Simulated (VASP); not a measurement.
```
AlCo
1.0
    2.89183     0.00000     0.00000
    0.00000     2.89183     0.00000
    0.00000     0.00000     2.89183
Al Co
1 1
Direct
  0.50000   0.50000   0.50000
  0.00000   0.00000   0.00000
```

Level of theory: rev-vdW-DF2, VASP's PBE PAW potentials (set 64) (plane waves; VASP). Run with 520 eV cut-off, 13×13×13 Γ-centred mesh, first-order Methfessel-Paxton smearing of 0.10 eV, potentials Al Co.

Problem. Give the stress tensor in GPa (positive for a compressed cell).

Solution. 
```
-9.54   0.00   0.00
 0.00  -9.54   0.00
 0.00   0.00  -9.54
```
The pressure is its mean diagonal, -9.54 GPa.

The compound is CoAl in the CsCl type structure. This cell is one point of a volume scan, at 1.06 of the reference volume. The run is not spin-polarised, so no magnetic state was tried.
